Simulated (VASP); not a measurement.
A convergence study with VASP on CoSi₂ (fluorite): a few settings are varied, all else stays as given below, so the limit is that of these other settings. The cell's lengths are 1 % over those of the tabulated start and one atom is moved, so it is off equilibrium.

```
CELL_PARAMETERS angstrom
      0.00000     2.70680     2.70680
      2.70680     0.00000     2.70680
      2.70680     2.70680     0.00000
ATOMIC_POSITIONS crystal
  Co 0.00000 0.00000 0.00000
  Si 0.25000 0.25000 0.25000
  Si 0.73881 0.76119 0.76119
```

Method: PBEsol GGA, VASP's PBE PAW potentials (set 64) (plane waves; VASP). The last row used: 550 eV cut-off, 8×8×8 Γ-centred mesh, first-order Methfessel-Paxton smearing of 0.10 eV, potentials Co Si.

```json
[
 {"setting": "ALGO = Normal, EDIFF = 1E-2", "E (eV/atom)": "-6.9667", "pressure (GPa)": "-14.92", "largest force (eV/Å)": "0.419", "electronic steps": "10"},
 {"setting": "ALGO = Normal, EDIFF = 1E-3", "E (eV/atom)": "-6.9667", "pressure (GPa)": "-9.70", "largest force (eV/Å)": "0.418", "electronic steps": "11"},
 {"setting": "ALGO = Normal, EDIFF = 1E-4", "E (eV/atom)": "-6.9667", "pressure (GPa)": "-9.18", "largest force (eV/Å)": "0.418", "electronic steps": "12"},
 {"setting": "ALGO = Normal, EDIFF = 1E-5", "E (eV/atom)": "-6.9667", "pressure (GPa)": "-9.39", "largest force (eV/Å)": "0.418", "electronic steps": "13"},
 {"setting": "ALGO = Normal, EDIFF = 1E-6", "E (eV/atom)": "-6.9667", "pressure (GPa)": "-9.49", "largest force (eV/Å)": "0.418", "electronic steps": "14"},
 {"setting": "ALGO = Normal, EDIFF = 1E-7", "E (eV/atom)": "-6.9667", "pressure (GPa)": "-9.47", "largest force (eV/Å)": "0.418", "electronic steps": "16"},
 {"setting": "ALGO = Normal, EDIFF = 1E-8", "E (eV/atom)": "-6.9667", "pressure (GPa)": "-9.47", "largest force (eV/Å)": "0.418", "electronic steps": "18"},
 {"setting": "ALGO = Normal, EDIFF = 1E-9", "E (eV/atom)": "-6.9667", "pressure (GPa)": "-9.46", "largest force (eV/Å)": "0.418", "electronic steps": "20"},
 {"setting": "ALGO = Fast, EDIFF = 1E-2", "E (eV/atom)": "-6.9667", "pressure (GPa)": "-18.64", "largest force (eV/Å)": "0.409", "electronic steps": "10"},
 {"setting": "ALGO = Fast, EDIFF = 1E-3", "E (eV/atom)": "-6.9667", "pressure (GPa)": "-11.24", "largest force (eV/Å)": "0.416", "electronic steps": "13"},
 {"setting": "ALGO = Fast, EDIFF = 1E-4", "E (eV/atom)": "-6.9667", "pressure (GPa)": "-11.38", "largest force (eV/Å)": "0.417", "electronic steps": "14"},
 {"setting": "ALGO = Fast, EDIFF = 1E-5", "E (eV/atom)": "-6.9667", "pressure (GPa)": "-10.07", "largest force (eV/Å)": "0.418", "electronic steps": "16"},
 {"setting": "ALGO = Fast, EDIFF = 1E-6", "E (eV/atom)": "-6.9667", "pressure (GPa)": "-9.98", "largest force (eV/Å)": "0.418", "electronic steps": "18"},
 {"setting": "ALGO = Fast, EDIFF = 1E-7", "E (eV/atom)": "-6.9667", "pressure (GPa)": "-9.46", "largest force (eV/Å)": "0.418", "electronic steps": "23"},
 {"setting": "ALGO = Fast, EDIFF = 1E-8", "E (eV/atom)": "-6.9667", "pressure (GPa)": "-9.47", "largest force (eV/Å)": "0.418", "electronic steps": "24"},
 {"setting": "ALGO = Fast, EDIFF = 1E-9", "E (eV/atom)": "-6.9667", "pressure (GPa)": "-9.46", "largest force (eV/Å)": "0.418", "electronic steps": "30"},
 {"setting": "ALGO = All, EDIFF = 1E-2", "E (eV/atom)": "-6.9655", "pressure (GPa)": "-10.83", "largest force (eV/Å)": "0.428", "electronic steps": "11"},
 {"setting": "ALGO = All, EDIFF = 1E-3", "E (eV/atom)": "-6.9665", "pressure (GPa)": "-9.95", "largest force (eV/Å)": "0.415", "electronic steps": "13"},
 {"setting": "ALGO = All, EDIFF = 1E-4", "E (eV/atom)": "-6.9667", "pressure (GPa)": "-9.57", "largest force (eV/Å)": "0.421", "electronic steps": "15"},
 {"setting": "ALGO = All, EDIFF = 1E-5", "E (eV/atom)": "-6.9667", "pressure (GPa)": "-9.51", "largest force (eV/Å)": "0.417", "electronic steps": "17"},
 {"setting": "ALGO = All, EDIFF = 1E-6", "E (eV/atom)": "-6.9667", "pressure (GPa)": "-9.44", "largest force (eV/Å)": "0.418", "electronic steps": "21"},
 {"setting": "ALGO = All, EDIFF = 1E-7", "E (eV/atom)": "-6.9667", "pressure (GPa)": "-9.46", "largest force (eV/Å)": "0.419", "electronic steps": "24"},
 {"setting": "ALGO = All, EDIFF = 1E-8", "E (eV/atom)": "-6.9667", "pressure (GPa)": "-9.47", "largest force (eV/Å)": "0.418", "electronic steps": "25"},
 {"setting": "ALGO = All, EDIFF = 1E-9", "E (eV/atom)": "-6.9667", "pressure (GPa)": "-9.46", "largest force (eV/Å)": "0.418", "electronic steps": "29"}
]
```

Left out are rungs that failed or repeat a setting and relaxations that didn't move; long series are thinned to 24 rows.

The compound is CoSi2 in the fluorite structure. The cell was not relaxed at this level, it is distorted from the ideal structure. The run is not spin-polarised, so no magnetic state was tried. The electron count is odd and the run is not spin-polarised, which forces a metal.
